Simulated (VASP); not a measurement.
Calculation: PBEsol GGA, VASP's PBE PAW potentials (set 64) (plane waves; VASP).

VASP input:

POSCAR:
```
PdIn
1
    3.2480168610     0.0000000000     0.0000000000
   -0.0000000000     3.2480168610    -0.0000000000
    0.0000000000     0.0000000000     3.2480168610
In Pd
1 1
Direct
  0.5000000000   0.5000000000   0.5000000000
  0.0000000000   0.0000000000   0.0000000000
```

### INCAR
```
ALGO=Normal   # blocked Davidson
SIGMA=0.1   # width (eV)
LCHARG=.FALSE.
EDIFF=1E-7   # SCF stop (eV)
PREC=Accurate
LWAVE=.FALSE.
GGA=PS   # PBEsol
SYSTEM=PdIn
ISMEAR=1   # Methfessel-Paxton
ISIF=2
LMAXMIX=4
LASPH=.TRUE.   # aspherical one-centre terms
NELM=100
ENCUT=480   # plane-wave cut-off (eV)
LREAL=.FALSE.
```

### KPOINTS
```
Automatic mesh
0
G
 10 10 10
```

POTCAR, in this order: In_d Pd (PBE.64 set). Program: vasp_std.

The resulting files:

OSZICAR:
```
       N       E                     dE             d eps       ncg     rms          rms(c)
DAV:   1     0.157138944870E+03    0.15714E+03   -0.10947E+04  1694   0.187E+03
DAV:   2    -0.279404601102E+01   -0.15993E+03   -0.15613E+03  1743   0.399E+02
DAV:   3    -0.101768997294E+02   -0.73829E+01   -0.72995E+01  2150   0.922E+01
DAV:   4    -0.102955837251E+02   -0.11868E+00   -0.11866E+00  2042   0.112E+01
DAV:   5    -0.103016628350E+02   -0.60791E-02   -0.60790E-02  2553   0.226E+00    0.720E+00
DAV:   6    -0.100555253537E+02    0.24614E+00   -0.81708E-01  1890   0.122E+01    0.316E+00
DAV:   7    -0.100115719029E+02    0.43953E-01   -0.10491E-01  2297   0.618E+00    0.169E+00
DAV:   8    -0.100000685318E+02    0.11503E-01   -0.28181E-02  2100   0.187E+00    0.435E-01
DAV:   9    -0.999889782398E+01    0.11707E-02   -0.22351E-03  2128   0.869E-01    0.663E-02
DAV:  10    -0.999888622257E+01    0.11601E-04   -0.56611E-05  2394   0.116E-01    0.219E-02
DAV:  11    -0.999888558627E+01    0.63630E-06   -0.43251E-06  1934   0.224E-02    0.373E-03
DAV:  12    -0.999888587484E+01   -0.28857E-06   -0.47816E-07  2037   0.706E-03    0.122E-03
DAV:  13    -0.999888585796E+01    0.16872E-07   -0.14435E-08  1057   0.162E-03
   1 F= -.99988859E+01 E0= -.99983944E+01  d E =-.147442E-02
```

OUTCAR:
```
------------------------ aborting loop because EDIFF is reached ----------------------------------------
  FORCE on cell =-STRESS in cart. coord.  units (eV):
  Direction    XX          YY          ZZ          XY          YZ          ZX
  --------------------------------------------------------------------------------------
  Total        0.0577916      0.0577916      0.0577916     -0.0000000     -0.0000000      0.0000000
  in kB        2.7022200      2.7022200      2.7022200     -0.0000000     -0.0000000      0.0000000
  external PRESSURE =       2.7022200 kB  Pullay stress =       0.0000000 kB
  volume of cell :       34.27
      direct lattice vectors                 reciprocal lattice vectors
     3.248016861  0.000000000  0.000000000     0.307880175  0.000000000  0.000000000
     0.000000000  3.248016861  0.000000000     0.000000000  0.307880175  0.000000000
     0.000000000  0.000000000  3.248016861     0.000000000  0.000000000  0.307880175
 POSITION                                       TOTAL-FORCE (eV/Angst)
 -----------------------------------------------------------------------------------
      1.62401      1.62401      1.62401         0.000000      0.000000      0.000000
      0.00000      0.00000      0.00000         0.000000      0.000000      0.000000
 -----------------------------------------------------------------------------------
    total drift:                                0.000000      0.000000     -0.000000
  FREE ENERGIE OF THE ION-ELECTRON SYSTEM (eV)
  ---------------------------------------------------
  free  energy   TOTEN  =        -9.9988858580 eV

  energy  without entropy=       -9.9974114406  energy(sigma->0) =       -9.99839439
```
(Selected blocks of OUTCAR.)

OUTCAR:
```
 val. band max:       10.7893832071   @ k =   0.3000   0.1000   0.1000

 cond. band min:      10.8366754458   @ k =   0.4000   0.3000   0.2000


 Fermi energy:        10.7976563995

 k-point     1 :       0.0000    0.0000    0.0000
  band No.  band energies     occupation
      1      -4.2577      2.00000
      2      -4.2577      2.00000
      3      -3.8163      2.00000
      4      -3.8163      2.00000
      5      -3.8163      2.00000
      6       0.3670      2.00000
      7       6.7381      2.00000
      8       6.7381      2.00000
      9       8.3410      2.00000
     10       8.3410      2.00000
     11       8.3410      2.00000
     12      14.8669      0.00000
     13      14.8669      0.00000
     14      14.8669      0.00000
     15      20.3175      0.00000

 k-point     2 :       0.1000    0.0000    0.0000
  band No.  band energies     occupation
      1      -4.2515      2.00000
      2      -4.2216      2.00000
      3      -3.8273      2.00000
      4      -3.8273      2.00000
      5      -3.8129      2.00000
      6       0.5290      2.00000
      7       6.7384      2.00000
      8       6.7644      2.00000
      9       8.2165      2.00000
     10       8.2165      2.00000
     11       8.3329      2.00000
     12      13.8215      0.00000
     13      15.1945      0.00000
     14      15.1945      0.00000
     15      20.6760      0.00000

 k-point     3 :       0.2000    0.0000    0.0000
  band No.  band energies     occupation
      1      -4.2352      2.00000
      2      -4.1273      2.00000
      3      -3.8559      2.00000
      4      -3.8559      2.00000
      5      -3.8039      2.00000
      6       1.0130      2.00000
      7       6.7390      2.00000
      8       6.7687      2.00000
      9       7.9237      2.00000
     10       7.9237      2.00000
     11       8.3118      2.00000
     12      11.9650     -0.00000
     13      16.0951      0.00000
     14      16.0951      0.00000
     15      20.7928      0.00000
...
```

Unless said otherwise, spin-orbit coupling is left out, though it shifts the bands of the heavy elements here.

The compound is PdIn in the CsCl type structure. It was relaxed first. The electron count is odd and the run is not spin-polarised, which forces a metal.
